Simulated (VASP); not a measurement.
```xyz
5
Lattice="4.0438 0.0000 0.0000 0.0000 4.0438 0.0000 0.0000 0.0000 4.0438" Properties=species:S:1:pos:R:3 pbc="T T T"
K      0.0000     0.0000     0.0000
Zn     2.0219     2.0219     2.0219
F      2.0219     0.0000     2.0219
F      0.0000     2.0219     2.0219
F      2.0219     2.0219     0.0000
```

Calculation: PBE GGA, VASP's PBE PAW potentials (set 64) (plane waves; VASP). Settings: 620 eV cut-off, 6×6×6 Γ-centred mesh, Gaussian smearing of 0.050 eV, potentials K_sv Zn F.

Energy and stress use the plane-wave basis of the starting cell.

### Question
The ions, cell shape and volume at an external pressure of 10.0 GPa are relaxed. Give the cell that the relaxation ends in.

### Answer

```xyz
5
Lattice="3.9826 0.0000 0.0000 0.0000 3.9826 0.0000 0.0000 0.0000 3.9826" Properties=species:S:1:pos:R:3 pbc="T T T"
K      0.0000     0.0000     0.0000
Zn     1.9913     1.9913     1.9913
F      1.9913     0.0000     1.9913
F      0.0000     1.9913     1.9913
F      1.9913     1.9913     0.0000
```
Space group Pm-3m (221), at a tolerance of 0.03 Å.

### Question
How do energy and volume change from the first to the last step?

### Answer
The energy (σ→0) changes by +27.6 meV/atom and the volume by -4.5 %, in 3 ionic steps.

```
step  E(σ→0) (eV)  max force (eV/Å)  pressure (GPa)  volume (Å³)
----  -----------  ----------------  --------------  -----------
1        -20.2622             0.000            5.01        66.13
2        -20.0633             0.000           11.63        62.26
3        -20.1243             0.000            9.93        63.17
```

The compound is KZnF3 in the cubic perovskite structure. This run relaxes it under an external pressure of 10 GPa. Symmetry was kept, so distortions that lower it aren't found.
